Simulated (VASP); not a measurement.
The input files of a VASP run:

POSCAR:
```
NaCl
1
    0.0000000000     2.8200000000     2.8200000000
    2.8200000000     0.0000000000     2.8200000000
    2.8200000000     2.8200000000     0.0000000000
Na Cl
1 1
Direct
  0.0000000000   0.0000000000   0.0000000000
  0.5000000000   0.5000000000   0.5000000000
```

**INCAR**
```
PARAM1 = 0.1234
LREAL = .FALSE.   ! projection in real space or not
LASPH = .TRUE.
PARAM2 = 1.0
ISIF = 3
ENCUT = 520
NELM = 100   ! most electronic steps
IBRION = 2   ! conjugate gradients
NSW = 60
EDIFFG = -0.01   ! ionic stop
SYSTEM = NaCl
PREC = Accurate
ISMEAR = 0   ! Gaussian
SIGMA = 0.05   ! width (eV)
LWAVE = .FALSE.
ALGO = Normal   ! blocked Davidson
EDIFF = 1E-6   ! SCF stop (eV)
LCHARG = .FALSE.
LUSE_VDW = .TRUE.
GGA = MK
AGGAC = 0.0
```

### KPOINTS
```
Automatic mesh
0
Gamma
7 7 7
0 0 0
```

POTCAR, in this order: Na_pv Cl (PBE.64 set). Program: vasp_std.

Question: Write an equivalent input for Quantum ESPRESSO's pw.x.

Answer: One equivalent input (not run):
```
&CONTROL
  calculation = 'vc-relax'
  pseudo_dir = './pseudo'
  outdir = './out'
  tprnfor = .true.
  tstress = .true.
  nstep = 60
  forc_conv_thr = 0.00039
/
&SYSTEM
  ibrav = 0
  nat = 2
  ntyp = 2
  ecutwfc = 88
  occupations = 'smearing'
  smearing = 'gaussian'
  degauss = 0.003675
  input_dft = 'vdw-df-ob86'
/
&ELECTRONS
  conv_thr = 7.3e-08
  electron_maxstep = 100
/
&IONS
/
&CELL
/
ATOMIC_SPECIES
  Na 22.990 Na.upf
  Cl 35.450 Cl.upf
CELL_PARAMETERS angstrom
     0.0000000    2.8200000    2.8200000
     2.8200000    0.0000000    2.8200000
     2.8200000    2.8200000    0.0000000
ATOMIC_POSITIONS crystal
  Na   0.0000000  0.0000000  0.0000000
  Cl   0.5000000  0.5000000  0.5000000
K_POINTS automatic
  7 7 7 0 0 0
```
Limits of the translation: the potentials are each code's own (VASP's PAW set, PseudoDojo norm-conserving files in pw.x), so ENCUT and ecutwfc are chosen apart and not converted; conv_thr bounds pw.x's estimated SCF error, while EDIFF bounds the energy change between steps; forc_conv_thr acts on force components and is met together with etot_conv_thr.

The compound is NaCl in the rock salt structure. This run relaxes it. Symmetry was kept, so distortions that lower it aren't found.
